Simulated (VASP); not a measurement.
These are PBEsol GGA, VASP's PBE PAW potentials (set 64) (plane waves; VASP 6.6.1) values and carry that method's errors.

VASP ran on this input.

File KPOINTS:
```
Automatic mesh
0
Gamma
3 3 5
0 0 0
```

File POSCAR:
```
Cd3MgTe4
1.0
  0.0009434356   6.4820009110   6.4795048342
  6.4820009110   0.0009434356   6.4795048342
  3.2414721733   3.2414721733   0.0000000000
Mg Te Cd
1 4 3
Cart
  3.2414721736   3.2414721736   0.0053251525
  1.6207360867   1.6207360867   1.5943347340
  4.8740368041   1.6089075425   4.8718135671
  1.6089075425   4.8740368041   4.8718135671
  4.8622082600   4.8622082600   8.0991296600
  6.4787342865   3.2456822334   3.2397569638
  3.2456822334   6.4787342865   3.2397569638
  3.2414721733   3.2414721733   6.4755935627
```

### INCAR
```
ALGO  =  Normal
EDIFF  =  1E-6
EDIFFG  =  -0.02
ENCUT  =  400
GGA  =  PS
IBRION  =  2
ISIF  =  3
ISMEAR  =  0
LASPH  =  .TRUE.
LCHARG  =  .FALSE.
LMAXMIX  =  4
LREAL  =  .FALSE.
LWAVE  =  .FALSE.
NELM  =  100
NSW  =  60
PREC  =  Accurate
SIGMA  =  0.05
SYSTEM  =  Cd3MgTe4
```

POTCAR, in this order: Mg Te Cd (PBE.64 set). Program: vasp_std.

The resulting files:

**OSZICAR**
```
       N       E                     dE             d eps       ncg     rms          rms(c)
DAV:   1     0.333543953949E+03    0.33354E+03   -0.23118E+04  1184   0.115E+03
DAV:   2    -0.489030427553E+01   -0.33843E+03   -0.33065E+03  1426   0.287E+02
DAV:   3    -0.240180142252E+02   -0.19128E+02   -0.19010E+02  1379   0.703E+01
DAV:   4    -0.243413355672E+02   -0.32332E+00   -0.32316E+00  1499   0.821E+00
DAV:   5    -0.243449552406E+02   -0.36197E-02   -0.36196E-02  1428   0.932E-01    0.986E+00
DAV:   6    -0.234005934521E+02    0.94436E+00   -0.23393E+00  1319   0.122E+01    0.799E+00
DAV:   7    -0.233239428763E+02    0.76651E-01   -0.80844E-01  1359   0.375E+00    0.335E+00
DAV:   8    -0.233213066691E+02    0.26362E-02   -0.60386E-02  1292   0.212E+00    0.106E+00
DAV:   9    -0.233217092169E+02   -0.40255E-03   -0.64555E-03  1351   0.699E-01    0.326E-01
DAV:  10    -0.233215257216E+02    0.18350E-03   -0.16085E-03  1293   0.292E-01    0.109E-01
DAV:  11    -0.233216346058E+02   -0.10888E-03   -0.61678E-04  1308   0.147E-01    0.438E-02
DAV:  12    -0.233216207122E+02    0.13894E-04   -0.13135E-04  1279   0.875E-02    0.182E-02
DAV:  13    -0.233216311323E+02   -0.10420E-04   -0.18177E-05  1292   0.313E-02    0.733E-03
DAV:  14    -0.233216331805E+02   -0.20482E-05   -0.35974E-06  1121   0.123E-02    0.328E-03
DAV:  15    -0.233216332917E+02   -0.11122E-06   -0.46783E-07   767   0.395E-03
   1 F= -.23321633E+02 E0= -.23321633E+02  d E =-.233216E+02
       N       E                     dE             d eps       ncg     rms          rms(c)
DAV:   1    -0.233369383547E+02   -0.15305E-01   -0.35799E-01  1293   0.462E+00    0.888E-01
DAV:   2    -0.233239425020E+02    0.12996E-01   -0.40748E-02  1239   0.196E+00    0.282E-01
DAV:   3    -0.233226208477E+02    0.13217E-02   -0.41495E-03  1330   0.390E-01    0.243E-01
DAV:   4    -0.233223776215E+02    0.24323E-03   -0.52310E-04  1249   0.128E-01    0.449E-02
DAV:   5    -0.233223470402E+02    0.30581E-04   -0.15699E-04  1333   0.104E-01    0.337E-02
DAV:   6    -0.233223488819E+02   -0.18417E-05   -0.14987E-05  1322   0.283E-02    0.156E-02
DAV:   7    -0.233223482487E+02    0.63327E-06   -0.51881E-06  1299   0.194E-02
   2 F= -.23322348E+02 E0= -.23322348E+02  d E =-.714957E-03
```

File OUTCAR:
```
------------------------ aborting loop because EDIFF is reached ----------------------------------------
  FORCE on cell =-STRESS in cart. coord.  units (eV):
  Direction    XX          YY          ZZ          XY          YZ          ZX
  --------------------------------------------------------------------------------------
  Total        0.0947732      0.0947732      0.0156037      0.0135038      0.0000000      0.0000000
  in kB        0.5606659      0.5606659      0.0923093      0.0798866      0.0000000      0.0000000
  external PRESSURE =       0.4045470 kB  Pullay stress =       0.0000000 kB
  volume of cell :      270.83
      direct lattice vectors                 reciprocal lattice vectors
     0.003583741  6.471972393  6.465747406    -0.077299004  0.077299004  0.077330580
     6.471972393  0.003583741  6.465747406     0.077299004 -0.077299004  0.077330580
     3.237778067  3.237778067  0.000000000     0.154426891  0.154426891 -0.154661161
 POSITION                                       TOTAL-FORCE (eV/Angst)
 -----------------------------------------------------------------------------------
      3.23778      3.23778      0.00630         0.000000      0.000000      0.019159
      1.61889      1.61889      1.59135        -0.000000     -0.000000     -0.005560
      4.86700      1.60856      4.86124         0.002632     -0.002632     -0.005689
      1.60856      4.86700      4.86124        -0.002632      0.002632     -0.005689
      4.85667      4.85667      8.08219        -0.000000     -0.000000     -0.000280
      3.23148      0.00630      3.23280        -0.011199      0.011199      0.003885
      0.00630      3.23148      3.23280         0.011199     -0.011199      0.003885
      3.23778      3.23778      6.46084        -0.000000     -0.000000     -0.009710
 -----------------------------------------------------------------------------------
    total drift:                               -0.000002     -0.000002      0.000198
  FREE ENERGIE OF THE ION-ELECTRON SYSTEM (eV)
  ---------------------------------------------------
  free  energy   TOTEN  =       -23.3223482487 eV

  energy  without entropy=      -23.3223482487  energy(sigma->0) =      -23.32234825

 reached required accuracy - stopping structural energy minimisation
```
(Selected blocks of OUTCAR.)

### CONTCAR
```
Cd3MgTe4
   1.00000000000000
     0.0035837407317515    6.4719723926426074    6.4657474064609248
     6.4719723926426074    0.0035837407317515    6.4657474064609248
     3.2377780666871794    3.2377780666871794    0.0000000000000000
  Mg              Te              Cd
     1     4     3
Direct
     0.0004874105388686    0.0004874105388686    0.9990251790222646
     0.1230598630946251    0.1230598630946251    0.2538802738107427
     0.1240477818896028    0.6277967209360209    0.2481554971743763
     0.6277967209360209    0.1240477818896028    0.2481554971743763
     0.6250002002747370    0.6250002002747370    0.2499995994505332
     0.0006904103221633    0.4992974920676129    0.0000120976102238
     0.4992974920676129    0.0006904103221633    0.0000120976102238
     0.4996201208763695    0.4996201208763695    0.0007597582472539
```

The structure was generated: Cd3MgTe4 was put into an ordered model structure (Amm2), which need not be its known phase. This run relaxes it. Symmetry was kept, so distortions that lower it aren't found. The start is the result of an earlier pass.
